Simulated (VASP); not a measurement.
Energy against volume of Ca (fcc). All values below come from PBEsol GGA, VASP's PBE PAW potentials (set 64) (plane waves; VASP). Numerical set-up: 520 eV cut-off, 12×12×12 Γ-centred mesh, first-order Methfessel-Paxton smearing of 0.10 eV, potentials Ca_sv.

| V (Å³/atom) | E (eV/atom) |
|---|---|
| 38.195 | -2.12171 |
| 39.414 | -2.12860 |
| 40.633 | -2.13101 |
| 41.852 | -2.12935 |

Task: Fit these four points and predict the energy of the run at 43.071 Å³/atom.

Result: A cubic in V^(−2/3), the third-order Birch-Murnaghan form, passes through the four points with V0 = 40.73 Å³/atom and B0 = 18 GPa, and gives -2.1240 eV/atom there. The run gave -2.1241 eV/atom, -0.1 meV/atom from the fit; all five points give B0 = 18 GPa.

The compound is Ca in the fcc structure. It was relaxed first, which changed the volume by -6 %.
